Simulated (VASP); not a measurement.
Set up this calculation in VASP 6.6.1, as the native input.

* Task: single point
* Functional: PBEsol
* Potentials or basis: VASP PAW PBE potentials, release 64 (H, O, Ag)
* Cutoff: 520 eV
* k mesh: 4 × 4 × 4
* Occupations: gaussian, width 0.05 eV
* Spin: no spin polarisation
* Dipole correction: no
* Further INCAR settings: ALGO = Normal; EDIFF = 1e-06; NBANDS = 28

The structure of Ag3HO lies in POSCAR:

```
Ag3HO
1.0
    5.1000000000      0.0000000000      0.0000000000
    0.0000000000      5.1000000000      0.0000000000
    0.0000000000      0.0000000000      5.1000000000
H O Ag
1 1 3
Direct
    0.0000000000      0.0000000000      0.0000000000
    0.5000000000      0.5000000000      0.5000000000
    0.5000000000      0.5000000000      0.0000000000
    0.5000000000      0.0000000000      0.5000000000
    0.0000000000      0.5000000000      0.5000000000
```

The cell comes from a database or a generator and needn't be the stable form of this composition.

One way to write it, as run:

INCAR

```
SYSTEM = Ag3HO
ALGO = Normal ; EDIFF = 1E-6
ENCUT = 520 ; GGA = PS
ISIF = 2 ; ISMEAR = 0
LASPH = .TRUE. ; LCHARG = .TRUE.
LELF = .TRUE. ; LREAL = .FALSE.
LVHAR = .TRUE. ; LWAVE = .FALSE.
NBANDS = 28 ; NELM = 60
PREC = Accurate ; SIGMA = 0.05
```

KPOINTS

```
k-points
0
G
  4 4 4
  0 0 0
```

Potentials or basis: VASP PAW PBE potentials, release 64 (H, O, Ag).

Command:

```console
$ cat potpaw_PBE.64/H/POTCAR potpaw_PBE.64/O/POTCAR potpaw_PBE.64/Ag/POTCAR > POTCAR
$ mpirun -np 1 vasp_std > vasp.out
```

It gave:

```yaml
Pressure: -10.6 GPa
Band_gap_on_the_k_mesh: none (metal or under the smearing width)
```

Caveat: the PAW data sets were made with another functional, which shifts forces and pressure a little.

Run time: 39 s on 1 thread of Intel(R) Xeon(R) Platinum 8175M CPU @ 2.50GHz (Skylake/Cascade Lake), with other jobs on the host, peak memory 0.25 GiB.
